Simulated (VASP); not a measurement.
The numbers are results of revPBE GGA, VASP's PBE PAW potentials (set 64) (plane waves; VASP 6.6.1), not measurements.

VASP input:

File KPOINTS:
```
Automatic mesh
0
Gamma
10 10 10
0 0 0
```

**POSCAR**
```
NiSi2
1
    0.0000000000     2.7645192215     2.7645192215
    2.7645192215     0.0000000000     2.7645192215
    2.7645192215     2.7645192215     0.0000000000
Si Ni
2 1
Direct
  0.2500000000   0.2500000000   0.2500000000
  0.7500000000   0.7500000000   0.7500000000
  0.0000000000   0.0000000000   0.0000000000
```

### INCAR
```
ALGO=Normal
EDIFF=1E-7
ENCUT=520
GGA=RE
ISIF=2
ISMEAR=1
LASPH=T
LCHARG=F
LMAXMIX=4
LREAL=F
LWAVE=F
NELM=100
PREC=Accurate
SIGMA=0.1
SYSTEM=NiSi2
```

POTCAR, in this order: Si Ni (PBE.64 set). Program: vasp_std.

What VASP printed:

File OSZICAR:
```
       N       E                     dE             d eps       ncg     rms          rms(c)
DAV:   1     0.707927937925E+02    0.70793E+02   -0.78066E+03  1222   0.137E+03
DAV:   2    -0.142767938957E+02   -0.85070E+02   -0.79955E+02  1257   0.248E+02
DAV:   3    -0.182341313553E+02   -0.39573E+01   -0.38609E+01  1576   0.597E+01
DAV:   4    -0.183145296748E+02   -0.80398E-01   -0.80186E-01  1450   0.804E+00
DAV:   5    -0.183168612313E+02   -0.23316E-02   -0.23308E-02  1620   0.144E+00    0.159E+01
DAV:   6    -0.236126740490E+02   -0.52958E+01   -0.54169E+01  1331   0.181E+02    0.262E+01
DAV:   7    -0.165972265014E+02    0.70154E+01   -0.15915E+01  1457   0.113E+02    0.455E+00
DAV:   8    -0.164820281739E+02    0.11520E+00   -0.24531E+00  1773   0.275E+01    0.269E+00
DAV:   9    -0.164461011447E+02    0.35927E-01   -0.32407E-01  1497   0.114E+01    0.740E-01
DAV:  10    -0.164429958393E+02    0.31053E-02   -0.15348E-02  1586   0.284E+00    0.296E-01
DAV:  11    -0.164434615153E+02   -0.46568E-03   -0.19307E-03  1418   0.341E-01    0.412E-02
DAV:  12    -0.164435190071E+02   -0.57492E-04   -0.61024E-05  1512   0.868E-02    0.245E-02
DAV:  13    -0.164435359814E+02   -0.16974E-04   -0.66484E-05  1372   0.132E-01    0.126E-02
DAV:  14    -0.164435360560E+02   -0.74602E-07   -0.29814E-06  1601   0.259E-02    0.452E-03
DAV:  15    -0.164435363227E+02   -0.26672E-06   -0.63405E-07  1612   0.164E-02    0.351E-04
DAV:  16    -0.164435364423E+02   -0.11957E-06   -0.59706E-08   881   0.251E-03    0.345E-04
DAV:  17    -0.164435364309E+02    0.11394E-07   -0.15109E-08   801   0.278E-03
   1 F= -.16443536E+02 E0= -.16443131E+02  d E =-.121778E-02
```

**OUTCAR**
```
------------------------ aborting loop because EDIFF is reached ----------------------------------------
  FORCE on cell =-STRESS in cart. coord.  units (eV):
  Direction    XX          YY          ZZ          XY          YZ          ZX
  --------------------------------------------------------------------------------------
  Total       -1.1650931     -1.1650931     -1.1650931     -0.0000000     -0.0000000      0.0000000
  in kB      -44.1755927    -44.1755927    -44.1755927     -0.0000000     -0.0000000      0.0000000
  external PRESSURE =     -44.1755927 kB  Pullay stress =       0.0000000 kB
  volume of cell :       42.26
      direct lattice vectors                 reciprocal lattice vectors
     0.000000000  2.764519222  2.764519222    -0.180863275  0.180863275  0.180863275
     2.764519222  0.000000000  2.764519222     0.180863275 -0.180863275  0.180863275
     2.764519222  2.764519222  0.000000000     0.180863275  0.180863275 -0.180863275
 POSITION                                       TOTAL-FORCE (eV/Angst)
 -----------------------------------------------------------------------------------
      1.38226      1.38226      1.38226         0.000000      0.000000      0.000000
      4.14678      4.14678      4.14678        -0.000000     -0.000000     -0.000000
      0.00000      0.00000      0.00000         0.000000      0.000000      0.000000
 -----------------------------------------------------------------------------------
    total drift:                                0.000000     -0.000000     -0.000000
  FREE ENERGIE OF THE ION-ELECTRON SYSTEM (eV)
  ---------------------------------------------------
  free  energy   TOTEN  =       -16.4435364309 eV

  energy  without entropy=      -16.4423186494  energy(sigma->0) =      -16.44313050
```
(Selected blocks of OUTCAR.)

File OUTCAR:
```
 val. band max:        9.4302674264   @ k =   0.2000   0.1000   0.0000

 cond. band min:       9.4604467950   @ k =  -0.4000   0.5000   0.1000


 Fermi energy:         9.4589502646

 k-point     1 :       0.0000    0.0000    0.0000
  band No.  band energies     occupation
      1      -3.6683      2.00000
      2       4.7712      2.00000
      3       4.7712      2.00000
      4       4.7712      2.00000
      5       6.3837      2.00000
      6       6.3837      2.00000
      7       8.8091      2.00000
      8      11.1552     -0.00000
      9      11.1552     -0.00000
     10      11.1552     -0.00000
     11      11.9262      0.00000
     12      11.9262      0.00000
     13      11.9262      0.00000

 k-point     2 :       0.1000    0.0000    0.0000
  band No.  band energies     occupation
      1      -3.5275      2.00000
      2       4.4424      2.00000
      3       4.8156      2.00000
      4       4.8156      2.00000
      5       6.3590      2.00000
      6       6.3590      2.00000
      7       8.7433      2.00000
      8      10.1043     -0.00000
      9      10.6222     -0.00000
     10      10.6222     -0.00000
     11      12.3905      0.00000
     12      12.3905      0.00000
     13      13.1531      0.00000

 k-point     3 :       0.2000    0.0000    0.0000
  band No.  band energies     occupation
      1      -3.1085      2.00000
      2       3.5782      2.00000
      3       4.9327      2.00000
      4       4.9327      2.00000
      5       6.3149      2.00000
      6       6.3149      2.00000
      7       7.8253      2.00000
      8       9.8798     -0.00000
      9       9.8798     -0.00000
     10      10.1177     -0.00000
     11      12.2073      0.00000
     12      12.2073      0.00000
     13      13.1436      0.00000

 k-point     4 :       0.3000    0.0000    0.0000
  band No.  band energies     occupation
      1      -2.4224      2.00000
      2       2.3737      2.00000
      3       5.0706      2.00000
...
```

The compound is NiSi2 in the fluorite structure. This cell is one point of a volume scan, at 1.03 of the reference volume. The run is not spin-polarised, so no magnetic state was tried.
